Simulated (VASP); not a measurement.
Given:

```yaml
crystal:
  lattice:
    - [2.79733, 0.00000, 0.00000]
    - [0.00000, 2.83993, 0.00000]
    - [0.00000, 0.00000, 2.79733]
  atoms:
    - { symbol: Al, position: [0.50000, 0.50000, 0.50000] }
    - { symbol: Fe, position: [0.00000, 0.00000, 0.00000] }
```

All values below come from r2SCAN meta-GGA, VASP's PBE PAW potentials (set 64) (plane waves; VASP 6.6.1). Settings: 480 eV cut-off, 12×12×12 Γ-centred mesh, first-order Methfessel-Paxton smearing of 0.10 eV, potentials Al Fe.

Task: Give the stress tensor in GPa (positive for a compressed cell).

Result: 
```
7.49  0.00  0.00
0.00  5.05  0.00
0.00  0.00  7.49
```
The pressure is its mean diagonal, 6.68 GPa.

The compound is FeAl in the CsCl type structure. This cell was strained or had an atom moved on purpose. The run is not spin-polarised, so no magnetic state was tried. The electron count is odd and the run is not spin-polarised, which forces a metal.
